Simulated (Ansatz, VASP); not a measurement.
# Cross-check of SmS between VASP and Ansatz

Wanted: the spread between two codes on one cell, functional and k mesh. The cell is taken from a series of VASP runs on this material, whose earlier steps may have relaxed, scaled or displaced it; both programs get it as it stands.

Method: plane waves, with VASP 6.6.1 beside it; band structure at LDA, in Ansatz 0.2.0.

In doubt: a part-filled 4f shell, where there is one, can sit in one of many states, so energies may not be the lowest and differences between runs may mislead; derivatives with an open 4f shell can jump between states, which bears on forces and vibrations.

**1. The starting structure**

The structure is cubic, space group Fm-3m (No. 225). Conventional cell: a = 5.880 Å, b = 5.880 Å, c = 5.880 Å, α = 90.00°, β = 90.00°, γ = 90.00°. Nearest to Sm lie 6 S at 2.94 Å. S has 6 Sm at 2.94 Å nearest. Farther neighbours and most contacts between anions are not listed.

**2. VASP: band structure, LDA**

With cell and atoms fixed, the geometry can't cause a difference; cores, projectors, grids and the points listed under the comparison can.

Lines of VASP's logs that name or quote its potential files are left out, and so is its time.

Contents of INCAR:

```
SYSTEM = SmS
PREC = Accurate
ENCUT = 450
EDIFF = 1E-06
NELM = 150
ISMEAR = 0
SIGMA = 0.02
LREAL = .FALSE.
ALGO = Normal
GGA = CA
NBANDS = 24
ISPIN = 2
MAGMOM = 5 0
LMAXMIX = 6
AMIX = 0.2
BMIX = 1E-04
AMIX_MAG = 0.8
BMIX_MAG = 1E-04
LORBIT = 11
LWAVE = .FALSE.
LCHARG = .FALSE.
KPAR = 4
ISIF = 2
```

Contents of POSCAR:

```
SmS
1.0
    0.0000000000      2.9400000000      2.9400000000
    2.9400000000      0.0000000000      2.9400000000
    2.9400000000      2.9400000000      0.0000000000
Sm S
1 1
Direct
    0.5000000000      0.5000000000      0.5000000000
    0.0000000000      0.0000000000      0.0000000000
```

Contents of KPOINTS:

```
Automatic mesh
0
Gamma
12 12 12
0 0 0
```

Contents of KPOINTS_OPT:

```
Line mode
24
Line-mode
Reciprocal
  0.00000000   0.00000000   0.00000000 GAMMA
  0.50000000   0.00000000   0.50000000 X

  0.50000000   0.00000000   0.50000000 X
  0.50000000   0.25000000   0.75000000 W

  0.50000000   0.25000000   0.75000000 W
  0.37500000   0.37500000   0.75000000 K

  0.37500000   0.37500000   0.75000000 K
  0.00000000   0.00000000   0.00000000 GAMMA

  0.00000000   0.00000000   0.00000000 GAMMA
  0.50000000   0.50000000   0.50000000 L

  0.50000000   0.50000000   0.50000000 L
  0.62500000   0.25000000   0.62500000 U

  0.62500000   0.25000000   0.62500000 U
  0.50000000   0.25000000   0.75000000 W

  0.50000000   0.25000000   0.75000000 W
  0.50000000   0.50000000   0.50000000 L

  0.50000000   0.50000000   0.50000000 L
  0.37500000   0.37500000   0.75000000 K

  0.62500000   0.25000000   0.62500000 U
  0.50000000   0.00000000   0.50000000 X
```

The projector-augmented-wave data sets are Sm and S (PBE family, release 64).

Started as:

```bash
$ mpirun -np 4 vasp_std
```

Numbers of over 12 decimals in the logs are rounded to 6 here.

Log:

```text
[banner, memory and clock lines left out]
running    4 mpi-ranks, on    1 nodes
 distrk:  each k-point on    1 cores,    4 groups
 distr:  one band on    1 cores,    1 groups

 POSCAR found type information on POSCAR SmS
 POSCAR found :  2 types and       2 ions
|                                                                             |
|               ----> ADVICE to this user running VASP <----                  |
|                                                                             |
|     You enforced a specific xc type in the INCAR file but a different       |
|     [... a line on the potential file left out ...]
|     I HOPE YOU KNOW WHAT YOU ARE DOING!                                     |
|                                                                             |

 LDA part: xc-table for (Slater(with rela. corr.)+CA(PZ))
 , standard interpolation
 POSCAR, INCAR and KPOINTS ok, starting setup
 FFT: planning ... GRIDC
 FFT: planning ... GRID_SOFT
 FFT: planning ... GRID
 WAVECAR not read
 entering main loop
       N       E                     dE             d eps       ncg     rms          rms(c)
DAV:   1     0.115366594950E+03    0.11537E+03   -0.70435E+03  9936   0.302E+03
DAV:   2    -0.822385254824E+00   -0.11619E+03   -0.10408E+03  9848   0.314E+02
DAV:   3    -0.151571549953E+02   -0.14335E+02   -0.14028E+02 11064   0.811E+01
DAV:   4    -0.169205256467E+02   -0.17634E+01   -0.17103E+01 12456   0.190E+01
DAV:   5    -0.170119501910E+02   -0.91425E-01   -0.90553E-01 10520   0.528E+00    0.307E+01
DAV:   6    -0.186929224830E+02   -0.16810E+01   -0.16741E+00 10976   0.169E+01    0.194E+01
DAV:   7    -0.186423852185E+02    0.50537E-01   -0.13040E+00  9024   0.157E+01    0.130E+01
DAV:   8    -0.186159592371E+02    0.26426E-01   -0.21834E-01 11784   0.619E+00    0.106E+01
DAV:   9    -0.186249588934E+02   -0.89997E-02   -0.14557E-01 10384   0.381E+00    0.196E+00
DAV:  10    -0.186132520869E+02    0.11707E-01   -0.58789E-02 10704   0.306E+00    0.719E-01
DAV:  11    -0.186106033941E+02    0.26487E-02   -0.74062E-03 11408   0.767E-01    0.487E-01
DAV:  12    -0.186100352454E+02    0.56815E-03   -0.20684E-03 12184   0.609E-01    0.329E-01
DAV:  13    -0.186100446668E+02   -0.94214E-05   -0.23327E-03 11520   0.501E-01    0.147E-01
DAV:  14    -0.186102554202E+02   -0.21075E-03   -0.68112E-04 13248   0.252E-01    0.972E-02
DAV:  15    -0.186103023955E+02   -0.46975E-04   -0.97160E-05 12520   0.105E-01    0.836E-02
DAV:  16    -0.186102702786E+02    0.32117E-04   -0.25149E-04  9680   0.231E-01    0.584E-02
DAV:  17    -0.186102791886E+02   -0.89100E-05   -0.34613E-05 10552   0.637E-02    0.338E-02
DAV:  18    -0.186102841342E+02   -0.49456E-05   -0.17143E-05  6160   0.501E-02    0.126E-02
DAV:  19    -0.186102855648E+02   -0.14306E-05   -0.44352E-06  4776   0.268E-02    0.346E-03
DAV:  20    -0.186102862828E+02   -0.71794E-06   -0.51764E-07  4608   0.120E-02
   1 F= -.18610286E+02 E0= -.18608857E+02  d E =-.285877E-02  mag=     5.8855
 Start KPOINTS_OPT (optional k-point list driver)
k-point batch [1-72\240]
       N       E                     dE             ncg
DAV:   1    -0.550235673909E+03   -0.44116E+05     9848
DAV:   2    -0.868148728952E+04   -0.81313E+04    10064
DAV:   3    -0.967136945297E+04   -0.98988E+03    11432
DAV:   4    -0.976242232334E+04   -0.91053E+02    12512
DAV:   5    -0.976822685251E+04   -0.58045E+01    10696
DAV:   6    -0.976873418066E+04   -0.50733E+00    11328
DAV:   7    -0.976876865262E+04   -0.34472E-01    10744
DAV:   8    -0.976877086264E+04   -0.22100E-02    11120
DAV:   9    -0.976877107054E+04   -0.20790E-03     9216
DAV:  10    -0.976877108787E+04   -0.17328E-04     8144
DAV:  11    -0.976877108872E+04   -0.84727E-06     6104
[...]
k-point batch [217-240\240]
       N       E                     dE             ncg
DAV:   1     0.323307332432E+05   -0.17365E+05     3240
DAV:   2     0.296248655596E+05   -0.27059E+04     3264
DAV:   3     0.292769426127E+05   -0.34792E+03     3840
DAV:   4     0.292451251589E+05   -0.31817E+02     4104
DAV:   5     0.292430250761E+05   -0.21001E+01     3680
DAV:   6     0.292428560924E+05   -0.16898E+00     3600
DAV:   7     0.292428381384E+05   -0.17954E-01     3752
DAV:   8     0.292428373510E+05   -0.78742E-03     3632
DAV:   9     0.292428372625E+05   -0.88447E-04     3152
DAV:  10     0.292428372564E+05   -0.61122E-05     2712
DAV:  11     0.292428372560E+05   -0.42697E-06     2304
```

From OUTCAR (step 2):

```text
ion  position               nearest neighbor table
   1  0.500  0.500  0.500-   2 2.94   2 2.94   2 2.94   2 2.94   2 2.94   2 2.94
   2  0.000  0.000  0.000-   1 2.94   1 2.94   1 2.94   1 2.94   1 2.94   1 2.94

  LATTYP: Found a face centered cubic cell.
 ALAT       =     5.8800000000

 Subroutine GETGRP returns: Found 48 space group operations
 (whereof 48 operations were pure point group operations)

The static configuration has the point symmetry O_h .

 Found     72 irreducible k-points:

   k-points           NKPTS =     72   k-points in BZ     NKDIM =     72   number of bands    NBANDS=     24

   dimension x,y,z NGX =    30 NGY =   30 NGZ =   30
   dimension x,y,z NGXF=    60 NGYF=   60 NGZF=   60

   ENCUT  =  450.0 eV  33.07 Ry    5.75 a.u.   7.19  7.19  7.19*2*pi/ulx,y,z

   NELECT =      22.0000    total number of electrons

 k-points in reciprocal lattice and weights: Automatic mesh
   0.00000000  0.00000000  0.00000000       0.001
   0.08333333  0.00000000  0.00000000       0.005
   0.16666667  0.00000000  0.00000000       0.005
   0.25000000  0.00000000  0.00000000       0.005
   0.33333333  0.00000000  0.00000000       0.005
   0.41666667  0.00000000  0.00000000       0.005
   0.50000000  0.00000000  0.00000000       0.002
   0.08333333  0.08333333  0.00000000       0.003
   0.16666667  0.08333333  0.00000000       0.014
[...]
-0.33333333  0.50000000  0.16666667       0.007
  -0.25000000  0.50000000  0.25000000       0.003

 average (electrostatic) potential at core
       1 -39.5254       2 -87.4902

 E-fermi :   4.2661

 spin component 1
 k-point     1 :       0.0000    0.0000    0.0000
  band No.  band energies     occupation
    ...
      5      -9.1370      1.00000
      6       1.5591      1.00000
      7       1.5591      1.00000
      8       1.5591      1.00000
      9       3.9997      1.00000
     10       4.2736      0.29805
     11       4.2736      0.29805
     12       4.2736      0.29800
     13       4.5907      0.00000
     14       4.5907      0.00000
    ...

 k-point     2 :       0.0833    0.0000    0.0000
  band No.  band energies     occupation
    ...
      7       1.4506      1.00000
      8       1.4506      1.00000
      9       3.9905      1.00000
     10       4.2500      0.87241
     11       4.2501      0.87238
     12       4.2738      0.29382
     13       4.4407      0.00000
     14       4.4843      0.00000
     15       4.4843      0.00000
     16       5.3377      0.00000
    ...

 k-point     3 :       0.1667    0.0000    0.0000
  band No.  band energies     occupation
    ...
      7       1.1826      1.00000
      8       1.1826      1.00000
      9       3.9695      1.00000
     10       4.2021      1.00000
     11       4.2021      1.00000
     12       4.2748      0.26987
     13       4.2959      0.01766
     14       4.3376      0.00000
     15       4.3376      0.00000
     16       5.5257      0.00000
    ...

 k-point     4 :       0.2500    0.0000    0.0000
  band No.  band energies     occupation
    ...
     10       4.1563      1.00000
     11       4.1563      1.00000
     12       4.2277      0.99669
     13       4.2464      0.91901
     14       4.2464      0.91901
     15       4.2762      0.23755
     16       5.8170      0.00000
     17       6.3313      0.00000
     18       6.3313      0.00000
     19       7.6956      0.00000
    ...

 k-point     5 :       0.3333    0.0000    0.0000
  band No.  band energies     occupation
    ...
     10       4.1222      1.00000
     11       4.1222      1.00000
     12       4.1992      1.00000
     13       4.1992      1.00000
     14       4.2014      1.00000
     15       4.2777      0.20749
     16       6.2441      0.00000
     17       6.9988      0.00000
     18       6.9988      0.00000
     19       8.3354      0.00000
    ...

 k-point     6 :       0.4167    0.0000    0.0000
  band No.  band energies     occupation
    ...
     10       4.1022      1.00000
     11       4.1023      1.00000
     12       4.1770      1.00000
     13       4.1770      1.00000
     14       4.1938      1.00000
     15       4.2785      0.19027
     16       6.8335      0.00000
     17       7.6483      0.00000
     18       7.6483      0.00000
     19       8.2126      0.00000
    ...

  Total       -2.4136776     -2.4136776     -2.4136776      0.0000000      0.0000000      0.0000000
  in kB      -76.0882944    -76.0882944    -76.0882944      0.0000000      0.0000000      0.0000000
  external PRESSURE =     -76.0882944 kB  Pullay stress =       0.0000000 kB

  energy-cutoff  :      450.00
  volume of cell :       50.82
      direct lattice vectors                 reciprocal lattice vectors
     0.000000000  2.940000000  2.940000000    -0.170068027  0.170068027  0.170068027
     2.940000000  0.000000000  2.940000000     0.170068027 -0.170068027  0.170068027
     2.940000000  2.940000000  0.000000000     0.170068027  0.170068027 -0.170068027

 POSITION                                       TOTAL-FORCE (eV/Angst)
 -----------------------------------------------------------------------------------
      2.94000      2.94000      2.94000         0.000000      0.000000      0.000000
      0.00000      0.00000      0.00000         0.000000      0.000000     -0.000000
 -----------------------------------------------------------------------------------
    total drift:                                0.000000     -0.000000      0.000000

  FREE ENERGIE OF THE ION-ELECTRON SYSTEM (eV)
  ---------------------------------------------------
  free  energy   TOTEN  =       -18.6102862828 eV

  energy  without entropy=      -18.6074275094  energy(sigma->0) =      -18.60885690

 total charge
# of ion       s       p       d       f       tot
--------------------------------------------------
    1        2.011   5.621   0.368   5.563  13.562
    2        1.309   2.392   0.000   0.000   3.701
--------------------------------------------------
tot          3.320   8.012   0.368   5.563  17.263

 magnetization (x)
# of ion       s       p       d       f       tot
--------------------------------------------------
    1       -0.011  -0.069   0.090   5.520   5.530
    2       -0.006  -0.061   0.000   0.000  -0.068
--------------------------------------------------
tot         -0.017  -0.130   0.090   5.520   5.462

[... 6 further parts left out ...]
```

The cell holds one magnetic atom, so no antiferromagnetic order fits into it. Without U or exact exchange, f electrons of an open shell come out too delocalised. The PAW data sets were made with PBE, a small mismatch for LDA.

(Part 1 of 2 ends here.)

[Lines on the potential files, build, host, timing and source positions are cut from VASP's logs without a mark.]

[Logs are printed without paths, hosts, clocks, repeated set-up lines and the standing remarks that a program may print on its own settings, such as how far it seeks lower states.]

[Hosts, paths, dates, database ids (printed as entryN), source tags and the programs' standing remarks are cut or masked in the printed files.]
